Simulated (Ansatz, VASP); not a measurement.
HPbNO4: VASP beside Ansatz

```
CELL_PARAMETERS angstrom
4.35916 -0.00041 0.00648
-2.12486 5.30989 -0.05003
-2.16542 -1.90233 5.01131
ATOMIC_POSITIONS crystal
H 0.99073 0.03330 0.90994
Pb 0.50274 0.81989 0.14287
N 0.00838 0.47408 0.50265
O 0.99816 0.92741 0.02877
O 0.19467 0.73435 0.60852
O 0.81673 0.35882 0.24556
O 0.01381 0.33121 0.65217
```

Change from the starting cell: volume scaled by 1.06.

Alike in both runs: task single point; functional PBE; k mesh 8 × 6 × 6; occupations fermi-dirac, width 0.05 eV; no spin polarisation.

```csv
,VASP,Ansatz
version,VASP 6.6.1,Ansatz 0.2.0
potentials or method,"VASP PAW PBE potentials, release 64 (H, Pb_d, N, O)",Ansatz PAW
plane-wave cutoff (eV),520,420
valence electrons in the cell,44,44
```

Ansatz gave:

```
gap on the k mesh at the Fermi level (eV)       : 2.73
least direct gap on the mesh (eV)               : 3.04
pressure (GPa)                                  : -4.3
largest component of the traceless stress (GPa) : 2.23
rms of the force components (eV/Å)              : 0.574
```

**Question.** What did VASP give for the same quantities?

**Answer.** gap on the k mesh at the Fermi level (eV): 2.70; least direct gap on the mesh (eV): 3.01; pressure (GPa): -3.9; largest component of the traceless stress (GPa): 1.63; rms of the force components (eV/Å): 0.456.

Atom by atom the forces differ by 0.122 eV/Å (rms over components). The functional is the same, so the differences come from potentials, cutoffs and numerics.

Caveats: spin-orbit coupling is left out, which as a rule narrows the gap of such compounds by several tenths of an eV; forces of over 1 eV/Å show positions far from the minimum, so gaps and moduli don't describe the material at rest; the pressure holds a Pulay correction of +0.5 GPa for the finite cutoff (Ansatz). A k mesh can miss the band edges.
